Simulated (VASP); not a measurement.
Level of theory: r2SCAN meta-GGA, VASP's PBE PAW potentials (set 64) (plane waves; VASP).

A VASP calculation is set up with these files.

File POSCAR:
```
LiF
1
    0.0000000000     1.9896748128     1.9896748128
    1.9896748128     0.0000000000     1.9896748128
    1.9896748128     1.9896748128     0.0000000000
Li F
1 1
Direct
  1.0000000000   0.0000000000   0.0000000000
  0.5000000000   0.5000000000   0.5000000000
```

### INCAR
```
SYSTEM = LiF
PREC = Accurate; ENCUT = 520; LREAL = .FALSE.
LASPH = .TRUE.
EDIFF = 1E-6; NELM = 100; ALGO = Normal
LMIXTAU = .TRUE.
ISMEAR = 0; SIGMA = 0.05
METAGGA = R2SCAN
IBRION = 2; NSW = 60; ISIF = 3
EDIFFG = -0.01
LWAVE = .FALSE.; LCHARG = .FALSE.
```

### KPOINTS
```
kpoints
0
Gamma
 10 10 10
0 0 0
```

POTCAR, in this order: Li_sv F (PBE.64 set). Program: vasp_std.

**Question.** What will the output report for the number of irreducible k-points (NKPTS), number of bands (NBANDS), largest plane-wave count, number of space-group operations, FFT grid (NGX, NGY, NGZ)?

**Answer.** 
```yaml
number of irreducible k-points (NKPTS): 47
number of bands (NBANDS): 9
largest_plane_wave_count: 444
number_of_space_group_operations: 48
FFT grid (NGX, NGY, NGZ): 24 × 24 × 24
```

The compound is LiF in the rock salt structure. It was relaxed first. The start is the result of an earlier pass.
